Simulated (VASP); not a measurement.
Calculation: revPBE GGA, VASP's PBE PAW potentials (set 64) (plane waves; VASP).

VASP ran on this input.

KPOINTS:
```
Automatic mesh
0
Gamma
8 8 8
0 0 0
```

### INCAR
```
SYSTEM = InP
PREC = Accurate; ENCUT = 520; LREAL = .FALSE.
LASPH = .TRUE.
EDIFF = 1E-7; NELM = 100; ALGO = Normal
LMAXMIX = 4
ISMEAR = 0; SIGMA = 0.05
GGA = RE
ISIF = 2
LWAVE = .FALSE.; LCHARG = .FALSE.
```

POSCAR:
```
InP
6.0581910
  0.0000000000   0.4999999801   0.4999999801
  0.4999999801   0.0000000000   0.4999999801
  0.4999999801   0.4999999801   0.0000000000
In P
1 1
Cartesian
  0.0000000000   0.0000000000   0.0000000000
  0.2499999901   0.2499999901   0.2499999901
```

POTCAR, in this order: In_d P (PBE.64 set). Program: vasp_std.

The resulting files:

OSZICAR:
```
       N       E                     dE             d eps       ncg     rms          rms(c)
DAV:   1     0.114019388739E+03    0.11402E+03   -0.85462E+03   754   0.149E+03
DAV:   2     0.977985920167E+00   -0.11304E+03   -0.10913E+03   769   0.334E+02
DAV:   3    -0.794585660222E+01   -0.89238E+01   -0.88556E+01   984   0.947E+01
DAV:   4    -0.818794139756E+01   -0.24208E+00   -0.24191E+00   910   0.175E+01
DAV:   5    -0.819901370507E+01   -0.11072E-01   -0.11072E-01  1088   0.329E+00    0.511E+00
DAV:   6    -0.784133875654E+01    0.35767E+00   -0.72963E-01  1097   0.138E+01    0.326E+00
DAV:   7    -0.782739345516E+01    0.13945E-01   -0.17775E-01  1022   0.326E+00    0.126E+00
DAV:   8    -0.783145219688E+01   -0.40587E-02   -0.15519E-02   893   0.172E+00    0.283E-01
DAV:   9    -0.783312122291E+01   -0.16690E-02   -0.30684E-03   919   0.685E-01    0.197E-01
DAV:  10    -0.783323537289E+01   -0.11415E-03   -0.20755E-04   950   0.131E-01    0.130E-01
DAV:  11    -0.783342191411E+01   -0.18654E-03   -0.19428E-04   814   0.843E-02    0.335E-02
DAV:  12    -0.783346113991E+01   -0.39226E-04   -0.88143E-05   874   0.113E-01    0.228E-02
DAV:  13    -0.783346300771E+01   -0.18678E-05   -0.48985E-06   889   0.189E-02    0.163E-02
DAV:  14    -0.783346418796E+01   -0.11802E-05   -0.24301E-06   839   0.117E-02    0.448E-03
DAV:  15    -0.783346426683E+01   -0.78862E-07   -0.72672E-08   722   0.246E-03
   1 F= -.78334643E+01 E0= -.78334642E+01  d E =-.157893E-06
```

### OUTCAR
```
------------------------ aborting loop because EDIFF is reached ----------------------------------------
  FORCE on cell =-STRESS in cart. coord.  units (eV):
  Direction    XX          YY          ZZ          XY          YZ          ZX
  --------------------------------------------------------------------------------------
  Total       -0.5281378     -0.5281378     -0.5281378      0.0000000      0.0000000      0.0000000
  in kB      -15.2226053    -15.2226053    -15.2226053      0.0000000      0.0000000      0.0000000
  external PRESSURE =     -15.2226053 kB  Pullay stress =       0.0000000 kB
  volume of cell :       55.59
      direct lattice vectors                 reciprocal lattice vectors
     0.000000000  3.029095380  3.029095380    -0.165065783  0.165065783  0.165065783
     3.029095380  0.000000000  3.029095380     0.165065783 -0.165065783  0.165065783
     3.029095380  3.029095380  0.000000000     0.165065783  0.165065783 -0.165065783
  FREE ENERGIE OF THE ION-ELECTRON SYSTEM (eV)
  ---------------------------------------------------
  free  energy   TOTEN  =        -7.8334642668 eV

  energy  without entropy=       -7.8334641089  energy(sigma->0) =       -7.83346419
```
(Selected blocks of OUTCAR.)

The compound is InP in the zinc blende structure. This cell is one point of a volume scan, at 1.03 of the reference volume.
